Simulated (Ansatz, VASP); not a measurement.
**Ta2CoO6 in two plane-wave programs**

Wanted: the spread between two codes on one cell, functional and k mesh. The cell is taken from a series of runs on this material, whose earlier steps may have relaxed, scaled, displaced or heated it; both programs get it as it stands.

Method: plane waves, with VASP 6.6.1 beside it; single point at PBEsol, DFT+U, in Ansatz 0.2.0.

## 1. Starting point

It takes space group P4_2/mnm (No. 136, tetragonal). The conventional cell has a = 4.736 Å, b = 4.736 Å, c = 9.171 Å, α = 90.00°, β = 90.00°, γ = 90.00°. Ta has 6 O at 1.97 to 2.01 Å nearest. Nearest to Co lie 6 O at 2.08 to 2.10 Å. Nearest to O lie 2 Ta at 2.01 Å and 1 Co at 2.08 Å. Nearest to O lie 2 Ta at 1.97 to 1.99 Å and 1 Co at 2.10 Å. Farther neighbours and most contacts between anions are not listed.

## 2. Ansatz: single point, PBEsol, DFT+U

Ansatz runs on its default PAW (the set named soft_2) files.

With cell and atoms fixed, the geometry can't cause a difference; cores, projectors, grids and the points listed under the comparison can.

input.yaml reads:

```yaml
crystal:
  lattice:
    - [4.7358, 0.0, 0.0]
    - [0.0, 4.7358, 0.0]
    - [0.0, 0.0, 9.1708]
  atoms:
    - { symbol: Ta, position: [0.0, 0.0, 0.3304] }
    - { symbol: Ta, position: [0.5, 0.5, 0.8304] }
    - { symbol: Ta, position: [0.5, 0.5, 0.1696] }
    - { symbol: Ta, position: [0.0, 0.0, 0.6696] }
    - { symbol: Co, position: [0.0, 0.0, 0.0], spin: 3.0 }
    - { symbol: Co, position: [0.5, 0.5, 0.5], spin: 3.0 }
    - { symbol: O, position: [0.3109, 0.3109, 0.0] }
    - { symbol: O, position: [0.1891, 0.8109, 0.5] }
    - { symbol: O, position: [0.6891, 0.6891, 0.0] }
    - { symbol: O, position: [0.8109, 0.1891, 0.5] }
    - { symbol: O, position: [0.2967, 0.2967, 0.3255] }
    - { symbol: O, position: [0.2033, 0.7967, 0.8255] }
    - { symbol: O, position: [0.7033, 0.7033, 0.3255] }
    - { symbol: O, position: [0.7967, 0.2033, 0.8255] }
    - { symbol: O, position: [0.7967, 0.2033, 0.1745] }
    - { symbol: O, position: [0.7033, 0.7033, 0.6745] }
    - { symbol: O, position: [0.2033, 0.7967, 0.1745] }
    - { symbol: O, position: [0.2967, 0.2967, 0.6745] }
magnetization:
  spin_polarized: true
kpoints:
  mp_grid: { grid: [8, 8, 4] }
hamiltonian:
  xc: pbesol
  hubbard:
    occupation_matrices:
      a4_more:
        matrix:
          - [0.9929, 0.0, 0.0, 0.0, 0.002]
          - [0.0, 0.9931, 0.003, 0.0, 0.0]
          - [0.0, 0.003, 0.9931, 0.0, 0.0]
          - [0.0, 0.0, 0.0, 0.9973, 0.0]
          - [0.002, 0.0, 0.0, 0.0, 0.9858]
      a4_less:
        matrix:
          - [0.5046, 0.0, 0.0, 0.0004, 0.42]
          - [0.0, 0.5644, 0.4258, 0.0, 0.0]
          - [0.0, 0.4258, 0.5642, 0.0, 0.0]
          - [0.0004, 0.0, 0.0, 0.0433, 0.0005]
          - [0.42, 0.0, 0.0, 0.0005, 0.6088]
      a5_more:
        matrix:
          - [0.9929, 0.0, 0.0, 0.0, -0.002]
          - [0.0, 0.9931, -0.003, 0.0, 0.0]
          - [0.0, -0.003, 0.9931, 0.0, 0.0]
          - [0.0, 0.0, 0.0, 0.9973, 0.0]
          - [-0.002, 0.0, 0.0, 0.0, 0.9858]
      a5_less:
        matrix:
          - [0.5046, 0.0, 0.0, 0.0004, -0.42]
          - [0.0, 0.5644, -0.4258, 0.0, 0.0]
          - [0.0, -0.4258, 0.5642, 0.0, 0.0]
          - [0.0004, 0.0, 0.0, 0.0433, -0.0005]
          - [-0.42, 0.0, 0.0, -0.0005, 0.6088]
    sites:
      - { site: 4, l: d, u_eff: 3.5, starting_ns: [{ spin: up, occupation_matrix: a4_more }, { spin: down, occupation_matrix: a4_less }] }
      - { site: 5, l: d, u_eff: 3.5, starting_ns: [{ spin: up, occupation_matrix: a5_more }, { spin: down, occupation_matrix: a5_less }] }
scf:
  occupations: { method: fermi_dirac, width: 0.1 }
  lower_state_search: "off"
checkpoint:
  write: ground.run
  compress: false
  write_wavefunctions: false
  write_every: 100000
```

Launch:

```bash
> ansatz run input.yaml --threads 32 --pin off --max-ram 92160MiB --backend cuda --events-out ev --progress --plain --runs-dir out --max-vram 78GiB
```

Numbers of over 12 decimals in the logs are rounded to 6 here.

Log:

```text
Warning: crystal.symmetry: narrowed to the stabiliser of the occupation matrices — unitary ops 16 → 8; lowered by the specified shells (site 4, l: d), (site 5, l: d); largest admitted image defect 4.4e-16, smallest excluded 1.0e-3 — at a rounding scale rather than a splitting's, so precision (not physics) most likely lowered the group: (i) a fixed point transcribed at too few decimals — re-emit the block at full precision (to 7 decimals or more, rounded to nearest) from a symmetrised source (a converged report's `n_mat` / `n_mat_spinor`) (of a frozen-density pass: in the run whose state it reads); [rest of the remark cut]
Ta: projections on atomic orbitals take those of the free atom [Kr 4d10 4f14] 5s2 5p6 5d3 6s2, of charge +0.00 (hamiltonian.pseudopotentials.projection_atoms); the dataset's partial waves leave at most 6.0e-5 of an orbital's norm unspanned inside its sphere
Co: projections on atomic orbitals take those of the free atom [Ne] 3s2 3p6 3d7 4s2, of charge +0.00 (hamiltonian.pseudopotentials.projection_atoms); the dataset's partial waves leave at most 1.4e-6 of an orbital's norm unspanned inside its sphere
O: projections on atomic orbitals take those of the free atom [He] 2s2 2p4, of charge +0.00 (hamiltonian.pseudopotentials.projection_atoms); the dataset's partial waves leave at most 1.9e-8 of an orbital's norm unspanned inside its sphere
Engine: ansatz 0.2.0, aarch64-unknown-linux-gnu
Pseudopotentials: kind: paw
Pseudopotential: Ta, paw, valence charge 13, recommended cutoff 420 eV (normal), Ta.paw.azcp
Pseudopotential: Co, paw, valence charge 17, recommended cutoff 420 eV (normal), Co.paw.azcp
Pseudopotential: O, paw, valence charge 6, recommended cutoff 420 eV (normal), O.paw.azcp
Functional definition: PBEsol
  exchange = pbesol_x
  correlation = pbesol_c
concurrent solve slots: 30 of 32 are kept, ahead of what memory takes: no pass of the eigensolver takes more rounds on 30
[...]
Crystal: 18 atoms, lattice volume = 205.681 Å³
Basis set: ecut = 420 eV, 4031 PW (Γ)
Bands: 100, of which v1, the nominal top of the filled ones, is band 79 counted from 1 (78 counted from 0)
Symmetry: 8 space group operations
k-points: 75 of 256
Non-local potential: Ta, projectors of the file, l = 0: 3, l = 1: 2, l = 2: 2, l = 3: 1
Non-local potential: Co, projectors of the file, l = 0: 3, l = 1: 2, l = 2: 3, l = 3: 1
Non-local potential: O, projectors of the file, l = 0: 2, l = 1: 2, l = 2: 1
PAW form: soft (Blöchl's): semilocal exchange-correlation on the pseudo side does not see the compensation charge
PAW frozen core: Ta, regenerated for the run's functional, and the local potential with it (the file was generated under x = pbe(κ = 0.804, μ = 0.219515), c = pbe(β = 0.066725))
PAW frozen core: Co, regenerated for the run's functional, and the local potential with it (the file was generated under x = pbe(κ = 0.804, μ = 0.219515), c = pbe(β = 0.066725))
PAW frozen core: O, regenerated for the run's functional, and the local potential with it (the file was generated under x = pbe(κ = 0.804, μ = 0.219515), c = pbe(β = 0.066725))
PAW one-centre angular grid: Ta, 590 points (default); XC on 64 Gauss nodes
PAW one-centre angular grid: Co, 590 points (default); XC on 64 Gauss nodes
PAW one-centre angular grid: O, 110 points (default); XC on 64 Gauss nodes
Initial density: superposition of atomic densities (chi_scale 0.1, normalization cell, long waves kept (reshape's long-wave potential 0.00 eV rms))
Starting moments: Σ|m| = 6 μB on 2 of 18 sites
Initial wavefunctions: pseudopotential atomic-orbital guess
[...]
Functional: x = pbesol(κ = 0.804, μ = 0.123457), c = pbesol(β = 0.046)
SCF iter   1: F=—  HF=-56157.506737 eV  |F-HF|=—  |Δ(HF+E_count)|=         —  Δρ=1.25e-1 (↑4.89e-2 ↓1.25e-1)  dr2=4.93e1  dr2_m=3.50e0  M=5.334 μB ∫|m|=5.345 μB  β_m=0.30  ethr=3.10e-3  ⟨swp⟩=5.8  Hψ=52373  notcnv=0  defer=93
preconditioner: auto → Kerker (q_TF=auto, 2.611 Å⁻¹)  [metal: Δε(μ)=0.019 eV  Ē_g=11.528 eV  σ=0.100 eV  W_gap=0.05  n_scr=54 (ndim 8)  ℏωp=27.2 eV  f_vac=0.000  D(μ)=6.17/eV (n_scr^D=46)]
spin=Collinear: Kerker preconditioning applied to the charge; magnetization (m = ρ↑ − ρ↓) channel mixes plain (no charge-response kernel on spin).
SCF iter   2: F=—  HF=-56153.096695 eV  |F-HF|=—  |Δ(HF+E_count)|=    4.41e0  Δρ=4.65e-2 (↑2.59e-2 ↓4.65e-2)  dr2=4.25e0  dr2_m=8.36e-1  M=6.000 μB ∫|m|=6.025 μB  β_m=1.00  ethr=3.10e-3  ⟨swp⟩=2.6  Hψ=31629  notcnv=0  defer=1642
preconditioner: auto → Resta (q_TF=auto, 2.611 Å⁻¹)  ε∞=6.6  [insulator: Δε(μ)=2.318 eV  Ē_g=11.433 eV  σ=0.100 eV  W_gap=1.00  n_scr=54 (ndim 8)  ℏωp=27.2 eV  f_vac=0.000  D(μ)=0.00/eV (n_scr^D=0)  ε∞_Penn≈6.6]
spin=Collinear: Resta preconditioning applied to the charge; magnetization (m = ρ↑ − ρ↓) channel mixes plain (no charge-response kernel on spin).
SCF iter   3: F=—  HF=-56152.677289 eV  |F-HF|=—  |Δ(HF+E_count)|=   4.19e-1  Δρ=2.17e-2 (↑2.17e-2 ↓2.12e-2)  dr2=1.90e0  dr2_m=3.65e-3  M=6.000 μB ∫|m|=6.062 μB  β_m=1.00  ethr=2.69e-3  ⟨swp⟩=2.4  Hψ=21557  notcnv=0  defer=1177
SCF iter   4: F=—  HF=-56152.697608 eV  |F-HF|=—  |Δ(HF+E_count)|=   2.03e-2  Δρ=8.36e-3 (↑8.36e-3 ↓7.95e-3)  dr2=3.41e-1  dr2_m=5.90e-3  M=6.000 μB ∫|m|=6.069 μB  β_m=0.30  ethr=1.21e-3  ⟨swp⟩=2.6  Hψ=25259  notcnv=0  defer=1002
Mixer restart at iter 4: flushing history
spin-set hold released at iteration 4 (site moments contracting): the magnetisation degrees of freedom join the quasi-Newton model from the next iteration; the mixer history was flushed
SCF iter   5: F=—  HF=-56152.826021 eV  |F-HF|=—  |Δ(HF+E_count)|=   1.28e-1  Δρ=6.30e-3 (↑5.69e-3 ↓6.30e-3)  dr2=1.75e-1  dr2_m=5.75e-3  M=6.000 μB ∫|m|=6.070 μB  β_m=0.63  ethr=2.16e-4  ⟨swp⟩=1.8  Hψ=17210  notcnv=0  defer=900
SCF iter   6: F=—  HF=-56153.011321 eV  |F-HF|=—  |Δ(HF+E_count)|=   1.85e-1  Δρ=3.34e-3 (↑3.34e-3 ↓3.26e-3)  dr2=5.81e-2  dr2_m=3.48e-4  M=6.000 μB ∫|m|=6.064 μB  β_m=0.58  ethr=1.10e-4  ⟨swp⟩=2.0  Hψ=28150  notcnv=0  defer=879
SCF iter   7: F=—  HF=-56153.002894 eV  |F-HF|=—  |Δ(HF+E_count)|=   8.43e-3  Δρ=9.08e-4 (↑8.22e-4 ↓9.08e-4)  dr2=5.70e-3  dr2_m=1.11e-4  M=6.000 μB ∫|m|=6.065 μB  β_m=0.71  ethr=3.68e-5  ⟨swp⟩=2.0  Hψ=27738  notcnv=0  defer=875
SCF iter   8: F=—  HF=-56153.005300 eV  |F-HF|=—  |Δ(HF+E_count)|=   2.41e-3  Δρ=6.96e-4 (↑6.19e-4 ↓6.96e-4)  dr2=2.56e-3  dr2_m=3.40e-5  M=6.000 μB ∫|m|=6.063 μB  β_m=0.70  ethr=3.61e-6  ⟨swp⟩=2.0  Hψ=27175  notcnv=0  defer=869
SCF iter   9: F=—  HF=-56153.006055 eV  |F-HF|=—  |Δ(HF+E_count)|=   7.54e-4  Δρ=2.92e-4 (↑1.82e-4 ↓2.92e-4)  dr2=4.04e-4  dr2_m=1.83e-5  M=6.000 μB ∫|m|=6.063 μB  β_m=0.85  ethr=1.62e-6  ⟨swp⟩=2.0  Hψ=20690  notcnv=0  defer=869
[...]
SCF iter  12: F=—  HF=-56153.007382 eV  |F-HF|=—  |Δ(HF+E_count)|=   2.30e-6  Δρ=3.25e-5 (↑2.94e-5 ↓3.25e-5)  dr2=6.03e-6  dr2_m=6.99e-8  M=6.000 μB ∫|m|=6.063 μB  β_m=0.80  ethr=4.60e-9  ⟨swp⟩=2.0  Hψ=25954  notcnv=0  defer=869
SCF iter  13: F=—  HF=-56153.007381 eV  |F-HF|=—  |Δ(HF+E_count)|=   1.04e-6  Δρ=9.41e-6 (↑7.05e-6 ↓9.41e-6)  dr2=2.60e-7  dr2_m=1.76e-8  M=6.000 μB ∫|m|=6.063 μB  β_m=0.90  ethr=3.82e-9  ⟨swp⟩=2.0  Hψ=22036  notcnv=0  defer=869
SCF iter  14: F=-56153.007381 eV  HF=-56153.007381 eV  |F-HF|=7.70e-9  |Δ(HF+E_count)|=   1.22e-7  Δρ=2.39e-6 (↑1.19e-6 ↓2.39e-6)  dr2=1.80e-8  dr2_m=2.00e-9  M=6.000 μB ∫|m|=6.063 μB  ethr=6.33e-11  ⟨swp⟩=3.0  Hψ=35357  notcnv=0
SCF 1 converged in 14 iterations: F = -56153.007381 eV  dr2 = 1.80e-8
  greatest PAW one-centre occupation: 1.004 electrons in one spin orbital (limit 2), on the Co atom at site 5 (counted from 0), in its partial waves of l = 1
SCF converged after 14 iterations
Magnetization: 6.0000 μB (82.0000 up, 76.0000 down)
Absolute magnetization: 6.0600 μB (∫|ρ↑−ρ↓|, with the PAW one-centre terms)
Spin contamination: 0.0148 ħ² per cell (⟨S²⟩ above its minimum at these occupations)
Per-site moments (μB) at R_I (Å): [(0.012256, 0.814418), (0.012256, 0.814418), (0.012256, 0.814418), (0.012256, 0.814418), (2.562314, 0.858921), (2.562314, 0.858921), (0.029012, 0.827384), (0.029012, 0.827384), (0.029012, 0.827384), (0.029012, 0.827384), (0.034541, 0.814418), (0.034541, 0.814418), (0.034541, 0.814418), (0.034541, 0.814418), (0.034541, 0.814418), (0.034541 [...]
Free energy (F): -56153.007381 eV
Harris-Foulkes:  -56153.007381 eV  (|F-HF|=7.70e-9)
Internal energy: -56153.007378 eV  (E = F + TS)
E sigma→0 (E₀):  -56153.007380 eV
Entropy (-TS):   -0.000003 eV (-0.000 meV/atom)
Fermi energy:    11.207407 eV
--- Per-component energies (eV) ---
  E_band       = -1548.697077
  E_kinetic    = 4428.759715
  E_local      = -14715.872799  (includes V_loc(G=0)·N_el)
  E_nonlocal   = 1580.479343
  E_hartree    = 5687.163738
  E_xc         = -2041.932283
  E_vxc        = -2325.167811  (∫ρ·V_xc dr)
  E_hubbard    = 1.194166  (on-site DFT+U / exact-exchange correction)
  E_vhub       = -22.973244  (the Hubbard potential's part of the band-sum identity)
  E_paw        = -37889.944005  (= ΣΔE_a)
  E_vpaw       = -1868.280627  (= ΣTr[D̂ρ^β])
  E_aug_tail   = 0.029413  (compensation charges beyond the density's cutoff)
  E_ewald      = -13204.539546
  E_core_change = 1.654879  (= ΣΔE_core)
  E_smearing   = -0.000003  (= −TS)
  E_closure    = 0.000000  (closes the sum)
  Σ components = -56153.007381   (vs F -56153.007381, Δ=0.00e0)
--- Specified on-site occupations, and those of the state reported ---
  electrons in the specified blocks: 14.4950 specified, 14.4923 found
  site 4 (l=d) ↓: largest change of an orbital's occupation 0.0030; electrons 2.2853 specified, 2.2830 found; spectral distance 0.0023
  site 5 (l=d) ↓: largest change of an orbital's occupation 0.0030; electrons 2.2853 specified, 2.2830 found; spectral distance 0.0023
  site 5 (l=d) ↑: largest change of an orbital's occupation 0.0007; electrons 4.9622 specified, 4.9631 found; spectral distance 0.0007
  site 4 (l=d) ↑: largest change of an orbital's occupation 0.0007; electrons 4.9622 specified, 4.9631 found; spectral distance 0.0007
Occupation matrices written to <dir>
```

[end of part 1 of 2]

[Lines on the potential files, build, host, timing and source positions are cut from VASP's logs without a mark.]

[Logs are printed without paths, hosts, clocks, repeated set-up lines and the standing remarks that a program may print on its own settings, such as how far it seeks lower states.]

[Hosts, paths, dates, database ids (printed as entryN), source tags and the programs' standing remarks are cut or masked in the printed files.]
